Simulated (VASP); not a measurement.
All values below come from PBEsol GGA, VASP's PBE PAW potentials (set 64) (plane waves; VASP).

A VASP calculation is set up with these files.

**POSCAR**
```
Fe
1
   -1.3914976104     1.3914976104     1.3914976104
    1.3914976104    -1.3914976104     1.3914976104
    1.3914976104     1.3914976104    -1.3914976104
Fe
1
Direct
  0.0000000000   0.0000000000   0.0000000000
```

File KPOINTS:
```
Automatic
0
G
18 18 18
0 0 0
```

### INCAR
```
ALGO=Normal
EDIFF=1E-6
EDIFFG=-0.02
ENCUT=500
GGA=PS
IBRION=2
ISIF=3
ISMEAR=1
ISPIN=2
LASPH=.True.
LCHARG=.False.
LMAXMIX=4
LORBIT=10
LREAL=.False.
LWAVE=.False.
MAGMOM=2.1
NELM=100
NSW=40
PREC=Accurate
SIGMA=0.1
SYSTEM=Fe
```

POTCAR, in this order: Fe (PBE.64 set). Program: vasp_std.

The run wrote:

OUTCAR:
```
 ion  position               nearest neighbor table
   1  0.000  0.000  0.000-
  LATTYP: Found a body centered cubic cell.
 ALAT       =     2.7829952208
 Subroutine PRICEL returns:
 Original cell was already a primitive cell.
 Subroutine GETGRP returns: Found 48 space group operations
The static configuration has the point symmetry O_h .
The dynamic configuration has the point symmetry O_h .
The overall configuration has the point symmetry O_h .
 Subroutine INISYM returns: Found 48 space group operations
 Subroutine IBZKPT returns following result:
 Found    195 irreducible k-points:

 Following reciprocal coordinates:
            Coordinates               Weight
  0.000000  0.000000  0.000000      1.000000
  0.055556  0.000000  0.000000     12.000000
  0.111111  0.000000  0.000000     12.000000
  0.166667  0.000000  0.000000     12.000000
  0.222222  0.000000  0.000000     12.000000
  0.277778  0.000000  0.000000     12.000000
  0.333333  0.000000  0.000000     12.000000
  0.388889  0.000000  0.000000     12.000000
  0.444444  0.000000  0.000000     12.000000
  0.500000  0.000000  0.000000      6.000000
  0.055556  0.055556  0.000000     24.000000
  0.111111  0.055556  0.000000     48.000000
  0.166667  0.055556 -0.000000     48.000000
  0.222222  0.055556  0.000000     48.000000
  0.277778  0.055556  0.000000     48.000000
  0.333333  0.055556 -0.000000     48.000000
  0.388889  0.055556  0.000000     48.000000
  0.444444  0.055556  0.000000     48.000000
  0.111111  0.111111  0.000000     24.000000
  0.166667  0.111111  0.000000     48.000000
  0.222222  0.111111  0.000000     48.000000
  0.277778  0.111111  0.000000     48.000000
  0.333333  0.111111 -0.000000     48.000000
  0.388889  0.111111  0.000000     48.000000
  0.444444  0.111111  0.000000     24.000000
  0.166667  0.166667  0.000000     24.000000
  0.222222  0.166667  0.000000     48.000000
  0.277778  0.166667  0.000000     48.000000
  0.333333  0.166667 -0.000000     48.000000
  0.388889  0.166667  0.000000     48.000000
  0.222222  0.222222  0.000000     24.000000
  0.277778  0.222222  0.000000     48.000000
  0.333333  0.222222  0.000000     48.000000
  0.388889  0.222222  0.000000     24.000000
  0.277778  0.277778  0.000000     24.000000
  0.333333  0.277778  0.000000     48.000000
  0.333333  0.333333  0.000000      8.000000
  0.055556  0.055556  0.055556      8.000000
  0.111111  0.055556  0.055556     24.000000
  0.166667  0.055556  0.055556     24.000000
   k-points           NKPTS =    195   k-points in BZ     NKDIM =    195   number of bands    NBANDS=      9
   number of dos      NEDOS =    301   number of ions     NIONS =      1
   total plane-waves  NPLWV =   5832
   dimension x,y,z NGX =    18 NGY =   18 NGZ =   18
   dimension x,y,z NGXF=    36 NGYF=   36 NGZF=   36
   ions per type =               1
   PREC   = accura    normal or accurate (medium, high low for compatibility)
   ISTART =      0    job   : 0-new  1-cont  2-samecut
   ICHARG =      2    charge: 1-file 2-atom 10-const
   ISPIN  =      2    spin polarized calculation?
   LNONCOLLINEAR =      F non collinear calculations
   LSORBIT =      F    spin-orbit coupling
   INIWAV =      1    electr: 0-lowe 1-rand  2-diag
   ENCUT  =  500.0 eV  36.75 Ry    6.06 a.u.   4.39  4.39  4.39*2*pi/ulx,y,z
   NELM   =    100;   NELMIN=  2; NELMDL= -5     # of ELM steps
   EDIFF  = 0.1E-05   stopping-criterion for ELM
   LREAL  =      F    real-space projection
   NLSPLINE    = F    spline interpolate recip. space projectors
   LMAXMIX     =    4 max onsite mixed and CHGCAR
...
```

OSZICAR:
```
       N       E                     dE             d eps       ncg     rms          rms(c)
DAV:   1     0.138176226773E+02    0.13818E+02   -0.40872E+03  7428   0.106E+03
DAV:   2    -0.985945567707E+01   -0.23677E+02   -0.22344E+02  7122   0.127E+02
DAV:   3    -0.101480764621E+02   -0.28862E+00   -0.28779E+00  7822   0.194E+01
DAV:   4    -0.101493226669E+02   -0.12462E-02   -0.12461E-02  7681   0.116E+00
DAV:   5    -0.101493337766E+02   -0.11110E-04   -0.11110E-04  7630   0.990E-02    0.127E+01
DAV:   6    -0.899470734944E+01    0.11546E+01   -0.13368E+01  7401   0.598E+01    0.493E+00
DAV:   7    -0.893538777232E+01    0.59320E-01   -0.66966E-01  7431   0.131E+01    0.316E+00
DAV:   8    -0.892811009141E+01    0.72777E-02   -0.63147E-03  8726   0.675E-01    0.147E+00
DAV:   9    -0.891941458517E+01    0.86955E-02   -0.74224E-03  8822   0.739E-01    0.404E-01
DAV:  10    -0.891962778156E+01   -0.21320E-03   -0.10201E-03  8287   0.384E-01    0.137E-01
DAV:  11    -0.891961938767E+01    0.83939E-05   -0.14283E-04  7367   0.173E-01    0.353E-02
DAV:  12    -0.891962052200E+01   -0.11343E-05   -0.52324E-06  7072   0.372E-02    0.924E-03
DAV:  13    -0.891962122191E+01   -0.69990E-06   -0.90949E-07  4213   0.100E-02
   1 F= -.89196212E+01 E0= -.89194811E+01  d E =-.891962E+01  mag=     2.1134
       N       E                     dE             d eps       ncg     rms          rms(c)
DAV:   1    -0.892853705002E+01   -0.89165E-02   -0.20675E-01  7307   0.815E+00    0.911E-01
DAV:   2    -0.892038549935E+01    0.81516E-02   -0.88884E-02  7390   0.448E+00    0.766E-01
DAV:   3    -0.891968181407E+01    0.70369E-03   -0.45789E-03  7503   0.109E+00    0.304E-01
DAV:   4    -0.891959161361E+01    0.90200E-04   -0.58991E-05  7517   0.126E-01    0.653E-02
DAV:   5    -0.891951171447E+01    0.79899E-04   -0.10437E-04  7322   0.107E-01    0.975E-03
DAV:   6    -0.891951270424E+01   -0.98977E-06   -0.24199E-06  7160   0.189E-02
   2 F= -.89195127E+01 E0= -.89193007E+01  d E =0.108518E-03  mag=     2.1317
       N       E                     dE             d eps       ncg     rms          rms(c)
DAV:   1    -0.892281892187E+01   -0.33072E-02   -0.70168E-02  7305   0.472E+00    0.528E-01
DAV:   2    -0.892003773649E+01    0.27812E-02   -0.28544E-02  7402   0.256E+00    0.430E-01
DAV:   3    -0.891984280883E+01    0.19493E-03   -0.12884E-03  7511   0.580E-01    0.177E-01
DAV:   4    -0.891981207992E+01    0.30729E-04   -0.16049E-05  7469   0.643E-02    0.359E-02
DAV:   5    -0.891978638795E+01    0.25692E-04   -0.35068E-05  7588   0.555E-02    0.550E-03
DAV:   6    -0.891978656926E+01   -0.18130E-06   -0.48003E-07  3939   0.810E-03
   3 F= -.89197866E+01 E0= -.89196113E+01  d E =-.165347E-03  mag=     2.1205
```

OUTCAR:
```
------------------------ aborting loop because EDIFF is reached ----------------------------------------
  FORCE on cell =-STRESS in cart. coord.  units (eV):
  Direction    XX          YY          ZZ          XY          YZ          ZX
  --------------------------------------------------------------------------------------
  Total        0.0002811      0.0002811      0.0002811      0.0000000     -0.0000000      0.0000000
  in kB        0.0416057      0.0416057      0.0416057      0.0000000     -0.0000000      0.0000000
  external PRESSURE =       0.0416057 kB  Pullay stress =       0.0000000 kB
  volume of cell :       10.83
      direct lattice vectors                 reciprocal lattice vectors
    -1.393589163  1.393589163  1.393589163     0.000000000  0.358785798  0.358785798
     1.393589163 -1.393589163  1.393589163     0.358785798  0.000000000  0.358785798
     1.393589163  1.393589163 -1.393589163     0.358785798  0.358785798  0.000000000
 POSITION                                       TOTAL-FORCE (eV/Angst)
 -----------------------------------------------------------------------------------
      0.00000      0.00000      0.00000         0.000000      0.000000     -0.000000
 -----------------------------------------------------------------------------------
    total drift:                                0.000000      0.000000      0.000000
  FREE ENERGIE OF THE ION-ELECTRON SYSTEM (eV)
  ---------------------------------------------------
  free  energy   TOTEN  =        -8.9197865693 eV

  energy  without entropy=       -8.9192606236  energy(sigma->0) =       -8.91961125

 total charge

# of ion       s       p       d       tot
------------------------------------------
    1        0.512   0.590   6.276   7.377

 magnetization (x)

# of ion       s       p       d       tot
------------------------------------------
    1       -0.012  -0.048   2.160   2.101

 reached required accuracy - stopping structural energy minimisation
```
(Selected blocks of OUTCAR.)

File CONTCAR:
```
Fe
   1.00000000000000
    -1.3935891625612926    1.3935891625612926    1.3935891625612926
     1.3935891625612926   -1.3935891625612926    1.3935891625612926
     1.3935891625612926    1.3935891625612926   -1.3935891625612926
  Fe
     1
Direct
     0.0000000000000000    0.0000000000000000    0.0000000000000000
```

The compound is Fe in the bcc structure. This run relaxes it. Symmetry was kept, so distortions that lower it aren't found.
